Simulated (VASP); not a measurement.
Crystal: TiN (Osbornite).

```xyz
2
Lattice="0.0000 2.1190 2.1190 2.1190 0.0000 2.1190 2.1190 2.1190 0.0000" Properties=species:S:1:pos:R:3 pbc="T T T"
Ti    0.0000    0.0000    0.0000
N     2.1190    2.1190    2.1190
```

Program: VASP 6.6.1. Alike in all runs: task single point; spin collinear, ferromagnetic start; cell as given; cutoff (eV) 520; smearing fermi-dirac 0.05 eV.

Q: Order these runs on this cell by their pressure, lowest first.
A. level PBE; potentials or basis VASP PAW PBE potentials, release 64 (Ti_sv, N); k mesh 12 × 12 × 12; mesh quality not flagged
B. level HSE06; potentials or basis VASP PAW PBE potentials, release 64 (Ti_sv, N); k mesh 7 × 7 × 7; grid for exact exchange (PRECFOCK) Fast; screening parameter 0.2 1/A; mesh quality coarse
C. level LDA; potentials or basis VASP PAW LDA potentials, release 64 (Ti_sv, N); k mesh 12 × 12 × 12; mesh quality not flagged
D. level r2SCAN; potentials or basis VASP PAW PBE potentials, release 64 (Ti_sv, N); k mesh 12 × 12 × 12; mesh quality not flagged

A: C (-12.8 GPa), B (-6.2 GPa), D (0.4 GPa), A (2.2 GPa).

Caveats: some runs use coarse meshes; the PAW data sets were made with another functional, which shifts forces and pressure a little (some runs).
